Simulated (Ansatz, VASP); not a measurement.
# CaAl2Si2O8 (glassy CaAl2Si2O8) in two plane-wave programs

One calculation is typed for both programs; each brings its own data sets. How far apart do they land? Of the first pair: The structure shown is the start of the Ansatz relaxation below; VASP solves that cell, so the two are compared at the walk's first step.

Method: plane waves, with VASP 6.6.1 beside it; PBE, in Ansatz 0.2.0.

### Step 1. Starting point

The cell holds 156 atoms: 24 Al, 12 Ca, 96 O and 24 Si. Cell: a = 12.811 Å, b = 12.864 Å, c = 12.735 Å, α = 90.0°, β = 88.6°, γ = 89.7°. As first built, before any earlier steps moved the atoms or strained the cell (in the runner's words): 156 atoms (24 Al, 12 Ca, 96 O, 24 Si) placed at random at 2.71 g/cm^3, melted at 4500 K for 20 ps at fixed volume with the Morse and Coulomb pair potential with partial charges (Pedone, Malavasi, Menziani, Cormack and Segre, J. Phys. Chem. B 110, 11780 (2006)). Quenched from 4500 K to 300 K at 20 K/ps and fixed volume, held 5 ps. The density is a measured one.

### Step 2. Ansatz: relaxation, PBE

Ansatz runs on its default PAW (the set named soft_2) files.

The two programs are compared at the cell with which this relaxation starts, whose forces are those of its first step.

Contents of input.yaml:

```yaml
crystal:
  lattice:
    - [12.8101, 0.038, 0.15084]
    - [0.038, 12.86362, 0.00382]
    - [0.15084, 0.00382, 12.73415]
  atoms:
    - { symbol: Al, position: [0.05512, 0.8709, 0.22245] }
    - { symbol: Al, position: [0.08356, 0.20741, 0.57811] }
    - { symbol: Al, position: [0.58831, 0.526, 0.69071] }
    - { symbol: Al, position: [0.35166, 0.75248, 0.97627] }
    - { symbol: Al, position: [0.14154, 0.4392, 0.61211] }
    - { symbol: Al, position: [0.67105, 0.30885, 0.04682] }
    - { symbol: Al, position: [0.94568, 0.67291, 0.80647] }
    - { symbol: Al, position: [0.82488, 0.00317, 0.57265] }
    - { symbol: Al, position: [0.72652, 0.60833, 0.8464] }
    - { symbol: Al, position: [0.00815, 0.1249, 0.23665] }
    - { symbol: Al, position: [0.12275, 0.77467, 0.98684] }
    - { symbol: Al, position: [0.43664, 0.52643, 0.89607] }
    - { symbol: Al, position: [0.63096, 0.52183, 0.47669] }
    - { symbol: Al, position: [0.46322, 0.26839, 0.17563] }
    - { symbol: Al, position: [0.21124, 0.57563, 0.90603] }
    - { symbol: Al, position: [0.73046, 0.34144, 0.78129] }
    - { symbol: Al, position: [0.79951, 0.10804, 0.84435] }
    - { symbol: Al, position: [0.5575, 0.49192, 0.12682] }
    - { symbol: Al, position: [0.48353, 0.32109, 0.75026] }
    - { symbol: Al, position: [0.3103, 0.12559, 0.28459] }
    - { symbol: Al, position: [0.04874, 0.03593, 0.76081] }
    - { symbol: Al, position: [0.03929, 0.51348, 0.10029] }
    - { symbol: Al, position: [0.52355, 0.75741, 0.81456] }
    - { symbol: Al, position: [0.4688, 0.00788, 0.25532] }
    - { symbol: Ca, position: [0.79924, 0.57557, 0.28323] }
    - { symbol: Ca, position: [0.37096, 0.67873, 0.65294] }
    - { symbol: Ca, position: [0.69392, 0.74539, 0.61908] }
    - { symbol: Ca, position: [0.27113, 0.36827, 0.06641] }
    - { symbol: Ca, position: [0.91564, 0.23306, 0.99793] }
    - { symbol: Ca, position: [0.87048, 0.52823, 0.6299] }
[... 120 atom lines left out ...]
    - { symbol: Si, position: [0.78741, 0.51081, 0.04884] }
    - { symbol: Si, position: [0.15497, 0.66081, 0.27168] }
    - { symbol: Si, position: [0.46581, 0.35856, 0.52153] }
    - { symbol: Si, position: [0.22939, 0.97346, 0.91168] }
    - { symbol: Si, position: [0.50205, 0.95317, 0.01083] }
    - { symbol: Si, position: [0.47418, 0.19414, 0.95189] }
kpoints:
  mp_grid: { grid: [1, 1, 1] }
hamiltonian:
  xc: pbe
scf:
  occupations: { method: gaussian, width: 0.05 }
output:
  forces: true
  eigenvalues: true
  stress: true
relax:
  f_tol: 0.05
  max_steps: 70
```

Command:

```console
ansatz run input.yaml --threads 4 --pin off --max-ram 8192MiB --backend cpu --events-out ev --progress --plain --runs-dir out
```

Numbers of over 12 decimals in the logs are rounded to 6 here.

What it wrote:

```text
Warning: output.stress: scf.convergence.dr2_threshold = 1e-7 eV (the SCF's general default) is looser than the 1.08e-8 eV advised for a printed stress (1e-10 eV for each atom of the cell: 156, of which 108 are counted). What an SCF threshold leaves in a stress goes as its square root, and in the free energy as the threshold itself, and one threshold admits the most on a small cell: [figures from the program's tests c [...]
Engine: ansatz 0.2.0, aarch64-unknown-linux-gnu
Pseudopotentials: kind: paw
Pseudopotential: Al, paw, valence charge 3, recommended cutoff 420 eV (normal), Al.paw.azcp
Pseudopotential: Ca, paw, valence charge 10, recommended cutoff 420 eV (normal), Ca.paw.azcp
Pseudopotential: O, paw, valence charge 6, recommended cutoff 420 eV (normal), O.paw.azcp
Pseudopotential: Si, paw, valence charge 4, recommended cutoff 420 eV (normal), Si.paw.azcp
Functional definition: PBE
  parameter kappa = 0.804
  parameter beta = 0.066725
  exchange = pbe_x(kappa = kappa, mu = beta*pi^2/3)
  correlation = pbe_c(beta = beta)
Crystal: 156 atoms, lattice volume = 2098.076 Å³
Basis set: ecut = 420 eV, 41037 PW (Γ), exchange–correlation on 180×180×180 points (8 copies of the dense FFT grid, shifted against one another)
Bands: 588, of which v1, the nominal top of the filled ones, is band 432 counted from 1 (431 counted from 0)
Symmetry: 1 space group operations
Space group: P1 (ITA 1), of the structure as read, at distance tolerance 1.3e-4 Å
k-points: 1
Non-local potential: Al, projectors of the file, l = 0: 2, l = 1: 2, l = 2: 1
Non-local potential: Ca, projectors of the file, l = 0: 3, l = 1: 2, l = 2: 2
Non-local potential: O, projectors of the file, l = 0: 2, l = 1: 2, l = 2: 1
Non-local potential: Si, projectors of the file, l = 0: 2, l = 1: 2, l = 2: 2
PAW form: soft (Blöchl's): semilocal exchange-correlation on the pseudo side does not see the compensation charge
PAW one-centre angular grid: Al, 110 points (default); XC on 64 Gauss nodes
PAW one-centre angular grid: Ca, 110 points (default); XC on 64 Gauss nodes
PAW one-centre angular grid: O, 110 points (default); XC on 64 Gauss nodes
PAW one-centre angular grid: Si, 110 points (default); XC on 64 Gauss nodes
Initial density: superposition of atomic densities (neutral atoms: chi_scale 0, normalization atom), corrected by the library's trained network
Initial wavefunctions: pseudopotential atomic-orbital guess
Functional: x = pbe(κ = 0.804, μ = 0.219515), c = pbe(β = 0.066725)
SCF iter   1: F=—  HF=-104643.006775 eV  |F-HF|=—  |Δ(HF+E_count)|=         —  Δρ=1.83e-3  dr2=1.01e-1  ethr=1.77e-3  ⟨swp⟩=6.0  Hψ=2577  notcnv=0  defer=143
preconditioner: auto → Resta (q_TF=auto, 2.353 Å⁻¹)  ε∞=3.3  [insulator: Δε(μ)=3.659 eV  Ē_g=15.419 eV  σ=0.050 eV  W_gap=1.00  n_scr=460 (ndim 8)  ℏωp=23.5 eV  f_vac=0.103  D(μ)=0.00/eV (n_scr^D=0)  ε∞_Penn≈3.3]
SCF iter   2: F=—  HF=-104643.016902 eV  |F-HF|=—  |Δ(HF+E_count)|=   1.01e-2  Δρ=1.07e-3  dr2=2.82e-2  ethr=1.17e-5  ⟨swp⟩=2.0  Hψ=1094  notcnv=0  defer=143
SCF iter   3: F=—  HF=-104643.020513 eV  |F-HF|=—  |Δ(HF+E_count)|=   3.61e-3  Δρ=4.87e-4  dr2=8.11e-3  ethr=3.27e-6  ⟨swp⟩=2.0  Hψ=743  notcnv=0  defer=143
SCF iter   4: F=—  HF=-104643.020968 eV  |F-HF|=—  |Δ(HF+E_count)|=   4.55e-4  Δρ=1.48e-4  dr2=7.04e-4  ethr=9.38e-7  ⟨swp⟩=2.0  Hψ=734  notcnv=0  defer=143
SCF iter   5: F=—  HF=-104643.021027 eV  |F-HF|=—  |Δ(HF+E_count)|=   5.91e-5  Δρ=8.64e-5  dr2=1.61e-4  ethr=8.15e-8  ⟨swp⟩=2.0  Hψ=885  notcnv=0  defer=152
SCF iter   6: F=-104643.021035 eV  HF=-104643.021056 eV  |F-HF|=2.08e-5  |Δ(HF+E_count)|=   2.92e-5  Δρ=5.00e-5  dr2=4.56e-5  ethr=7.23e-9  ⟨swp⟩=16.0  Hψ=3977  notcnv=0
SCF 1 converged in 6 iterations: F = -104643.021035 eV  dr2 = 4.56e-5
  greatest PAW one-centre occupation: 0.995 electrons in one spin orbital (limit 2), on the Ca atom at site 27 (counted from 0), in its partial waves of l = 0
[...]
- { symbol: O, position: [0.030847, 0.476551, 0.536633] }
    - { symbol: O, position: [0.557654, 0.987224, 0.351538] }
    - { symbol: O, position: [0.805102, 0.910566, 0.114643] }
    - { symbol: O, position: [0.206575, 0.560194, 0.608157] }
    - { symbol: O, position: [0.193475, 0.761776, 0.618676] }
    - { symbol: O, position: [0.791566, 0.241497, 0.855536] }
    - { symbol: O, position: [0.700035, 0.991575, 0.503188] }
    - { symbol: O, position: [0.481302, 0.462066, 0.774243] }
    - { symbol: O, position: [0.792269, 0.607327, 0.968782] }
    - { symbol: O, position: [0.693562, 0.483011, 0.783157] }
    - { symbol: O, position: [0.058041, 0.00508701, 0.307745] }
    - { symbol: O, position: [0.695119, 0.562974, 0.588008] }
    - { symbol: O, position: [0.449125, 0.147504, 0.238195] }
    - { symbol: O, position: [0.426025, 0.241160, 0.845860] }
    - { symbol: O, position: [0.132971, 0.903309, 0.477109] }
    - { symbol: O, position: [0.577101, 0.623736, 0.407791] }
    - { symbol: O, position: [0.047735, 0.115250, 0.101582] }
    - { symbol: O, position: [0.806547, 0.070326, 0.987659] }
    - { symbol: O, position: [0.614617, 0.283224, 0.726885] }
    - { symbol: O, position: [0.190468, 0.382633, 0.346454] }
    - { symbol: O, position: [0.686350, 0.078147, 0.167238] }
    - { symbol: O, position: [0.698290, 0.031561, 0.793801] }
    - { symbol: O, position: [0.103146, 0.610769, 0.380738] }
    - { symbol: O, position: [0.304375, 0.211349, 0.392405] }
[...]
- { symbol: O, position: [0.995420, 0.443851, 0.329468] }
    - { symbol: O, position: [0.901576, 0.504194, 0.109940] }
    - { symbol: O, position: [0.363211, 0.344478, 0.238494] }
    - { symbol: O, position: [0.820776, 0.346111, 0.668314] }
    - { symbol: O, position: [0.423145, 0.292403, 0.625806] }
    - { symbol: O, position: [0.240592, 0.040246, 0.018292] }
    - { symbol: O, position: [0.683187, 0.431992, 0.386858] }
    - { symbol: O, position: [0.541140, 0.659045, 0.697274] }
    - { symbol: Si, position: [0.730720, 0.00691633, 0.069398] }
    - { symbol: Si, position: [0.811399, 0.839721, 0.228806] }
    - { symbol: Si, position: [0.00700487, 0.533385, 0.423314] }
    - { symbol: Si, position: [0.161508, 0.885147, 0.603834] }
    - { symbol: Si, position: [0.174073, 0.137843, 0.071658] }
    - { symbol: Si, position: [0.839339, 0.247919, 0.586986] }
    - { symbol: Si, position: [0.082858, 0.362486, 0.279593] }
    - { symbol: Si, position: [0.510721, 0.731114, 0.413378] }
    - { symbol: Si, position: [0.760560, 0.171021, 0.217505] }
    - { symbol: Si, position: [0.651668, 0.927396, 0.405088] }
    - { symbol: Si, position: [0.307780, 0.334815, 0.355480] }
    - { symbol: Si, position: [0.370018, 0.953275, 0.708832] }
    - { symbol: Si, position: [0.733556, 0.906440, 0.779894] }
    - { symbol: Si, position: [0.056179, 0.00546387, 0.443641] }
    - { symbol: Si, position: [0.146269, 0.652818, 0.676063] }
    - { symbol: Si, position: [0.401384, 0.666822, 0.213084] }
    - { symbol: Si, position: [0.030583, 0.449803, 0.857026] }
    - { symbol: Si, position: [0.675237, 0.305967, 0.408336] }
    - { symbol: Si, position: [0.788163, 0.509389, 0.049725] }
    - { symbol: Si, position: [0.154144, 0.660110, 0.271257] }
    - { symbol: Si, position: [0.468524, 0.356545, 0.523842] }
    - { symbol: Si, position: [0.227382, 0.973658, 0.910812] }
    - { symbol: Si, position: [0.503379, 0.955303, 0.011201] }
    - { symbol: Si, position: [0.477068, 0.195208, 0.953656] }
```

### Step 3. VASP: single point, PBE, start cell, pair 1

The same cell, functional, mesh and smearing now go to VASP, with its own data sets.

Lines of VASP's logs that name or quote its potential files are left out, and so is its time.

Contents of INCAR:

```
SYSTEM = CaAl2Si2O8
PREC = Accurate
ENCUT = 520
EDIFF = 1E-06
NELM = 120
ISMEAR = 0
SIGMA = 0.05
LREAL = Auto
ALGO = Normal
GGA = PE
NBANDS = 541
LORBIT = 11
LWAVE = .FALSE.
LCHARG = .FALSE.
ISIF = 2
LASPH = .TRUE.
GGA_COMPAT = .FALSE.
EFERMI = MIDGAP
```

Contents of POSCAR:

```
CaAl2Si2O8
1.0
   12.8101000000      0.0380000000      0.1508400000
    0.0380000000     12.8636200000      0.0038200000
    0.1508400000      0.0038200000     12.7341500000
Al Ca O Si
24 12 96 24
Direct
    0.0551167275      0.8709022648      0.2224537442
    0.0835603792      0.2074078942      0.5781071728
    0.5883111488      0.5260032285      0.6907135391
    0.3516635373      0.7524792734      0.9762709408
    0.1415430108      0.4391985393      0.6121077507
    0.6710487472      0.3088493985      0.0468189241
    0.9456820582      0.6729119311      0.8064678675
    0.8248804939      0.0031691726      0.5726462245
    0.7265214440      0.6083325639      0.8464002446
    0.0081465373      0.1249015784      0.2366466590
    0.1227475265      0.7746704177      0.9868366182
    0.4366423420      0.5264291539      0.8960728364
    0.6309604696      0.5218284238      0.4766892598
    0.4632211478      0.2683868684      0.1756302921
    0.2112364638      0.5756320519      0.9060312763
    0.7304607229      0.3414402750      0.7812938439
    0.7995123062      0.1080405914      0.8443507300
    0.5575036765      0.4919167710      0.1268185959
    0.4835270017      0.3210884631      0.7502611662
    0.3103020316      0.1255883949      0.2845901999
    0.0487407377      0.0359262436      0.7608133019
    0.0392861823      0.5134809654      0.1002903668
    0.5235517484      0.7574068118      0.8145603876
    0.4688010461      0.0078834921      0.2553178607
    0.7992370401      0.5755725891      0.2832261594
    0.3709587472      0.6787287973      0.6529412516
    0.6939206570      0.7453863005      0.6190818887
    0.2711289005      0.3682667406      0.0664116677
    0.9156381222      0.2330598741      0.9979303571
    0.8704782003      0.5282273263      0.6299029963
[... 120 atom lines left out ...]
    0.7874116243      0.5108120247      0.0488431131
    0.1549721924      0.6608072411      0.2716788879
    0.4658126594      0.3585621207      0.5215320309
    0.2293885793      0.9734585298      0.9116808279
    0.5020527421      0.9531671971      0.0108314466
    0.4741835990      0.1941401252      0.9518917659
```

Contents of KPOINTS:

```
Automatic mesh
0
Gamma
1 1 1
0 0 0
```

PAW data sets: Al, Ca_sv, O and Si (PBE family, release 64).

Command:

```console
export OMP_NUM_THREADS=3
mpirun -np 1 vasp_gam
```

What it wrote:

```text
[banner, memory and clock lines left out]
running    1 mpi-ranks, on    1 nodes
[...]
Offloading initialized ...    1 GPUs detected
[...]
LDA part: xc-table for (Slater+PW92), standard interpolation
 POSCAR, INCAR and KPOINTS ok, starting setup
[...]
entering main loop
       N       E                     dE             d eps       ncg     rms          rms(c)
DAV:   1     0.921768665110E+04    0.92177E+04   -0.50134E+05  1082   0.159E+03
DAV:   2    -0.368424628744E+03   -0.95861E+04   -0.92389E+04  1335   0.416E+02
DAV:   3    -0.129410357303E+04   -0.92568E+03   -0.91933E+03  1276   0.141E+02
DAV:   4    -0.132649945565E+04   -0.32396E+02   -0.32251E+02  1340   0.258E+01
[...]
DAV:  18    -0.116657007025E+04   -0.32596E-05   -0.15470E-04  1276   0.212E-02    0.156E-02
DAV:  19    -0.116657007010E+04    0.14483E-06   -0.16329E-05  1260   0.621E-03    0.108E-02
DAV:  20    -0.116657007007E+04    0.32695E-07   -0.30436E-06   964   0.316E-03
   1 F= -.11665701E+04 E0= -.11665701E+04  d E =0.000000E+00
```

Parts of OUTCAR (step 3):

```text
  Total      -55.5169216    -54.2161925    -53.8473089      1.1820789     -0.0222872     -1.3291600
  in kB      -42.3950050    -41.4017148    -41.1200200      0.9026841     -0.0170194     -1.0150012
  external PRESSURE =     -41.6389133 kB  Pullay stress =       0.0000000 kB

 POSITION                                       TOTAL-FORCE (eV/Angst)
[...]
3.95950      2.76570      5.06070         0.020036      0.185565     -0.290526
      4.06080      0.07900     10.38860        -0.085974     -0.252053      0.025299
      9.99110      3.30880      1.64590        -0.230981     -0.196196      0.107607
     10.44550      1.71810      8.21740         0.066576      0.119473     -0.244285
      2.02660     10.17520      3.58010        -0.154580     -0.233862     -0.108965
      9.77440      3.45160      6.42300        -0.049952      0.083901     -0.017068
     12.38840      3.24480      7.10970        -0.153071     -0.124132      0.263964
      5.95960      9.72280      3.84800        -0.043602     -0.297604      0.125567
      2.71050      8.34930     10.07430        -0.131642     -0.141945     -0.150369
      2.85010      8.68090      0.05560        -0.079512      0.097758     -0.299599
      8.92650      6.85350      1.89210         0.091950     -0.117649     -0.253124
      1.55250     12.77990     11.21870         0.252663      0.014926     -0.116144
      9.79700      5.25630     12.66190        -0.044445      0.125762      0.337039
      1.18590      7.97180      2.19950         0.121728     -0.103967      0.180230
[...]
-----------------------------------------------------------------------------------
    total drift:                                0.013672     -0.003387      0.013468

  FREE ENERGIE OF THE ION-ELECTRON SYSTEM (eV)
  ---------------------------------------------------
  free  energy   TOTEN  =     -1166.5700700703 eV

  energy  without entropy=    -1166.5700700703  energy(sigma->0) =    -1166.57007007

[... 3 further parts left out ...]
[key lines of the parts left out:]
E-fermi :   4.0150
```

The run ends at a pressure of -4.16 GPa, with forces up to 0.47 eV/Å.

### Step 4. Differences

Known differences besides the potentials themselves: the cutoff is 420 eV in Ansatz and 520 eV in VASP (PREC = Accurate, projectors in real space). Total energies have different zeros and are not compared.

Forces on 9 of the 156 atoms, those with the largest forces and the largest differences (eV/Å; atoms numbered as in POSCAR):

```csv
atom,"Ansatz x, y, z","VASP x, y, z"
O43,"0.360, -0.023, -0.287","0.323, -0.018, -0.261"
O49,"0.450, -0.285, -0.106","0.394, -0.248, -0.084"
O53,"-0.341, 0.119, 0.265","-0.327, 0.081, 0.242"
O70,"0.419, 0.038, -0.166","0.395, 0.042, -0.151"
O107,"0.392, 0.055, -0.160","0.350, 0.095, -0.114"
O109,"-0.287, -0.286, 0.175","-0.262, -0.263, 0.163"
O111,"0.089, 0.439, -0.088","0.086, 0.398, -0.082"
O121,"0.264, 0.035, -0.021","0.205, 0.042, 0.012"
O124,"0.250, 0.409, 0.099","0.215, 0.372, 0.080"
```

The forces differ by 21 meV/Å r.m.s., which is 15.4 % of the r.m.s. force of 0.138 eV/Å (both taken over all components).

### Step 5. Ansatz: relaxation, PBE

This run makes the geometry at which the two programs are then compared.

The structure compared here is the end of the Ansatz relaxation.

This is the run of step 2 again, met here at its other cell.

(Part 1 of 2 ends here.)

[Lines on the potential files, build, host, timing and source positions are cut from VASP's logs without a mark.]

[Logs are printed without paths, hosts, clocks, repeated set-up lines and the standing remarks that a program may print on its own settings, such as how far it seeks lower states.]

[Hosts, paths, dates, database ids (printed as entryN), source tags and the programs' standing remarks are cut or masked in the printed files.]
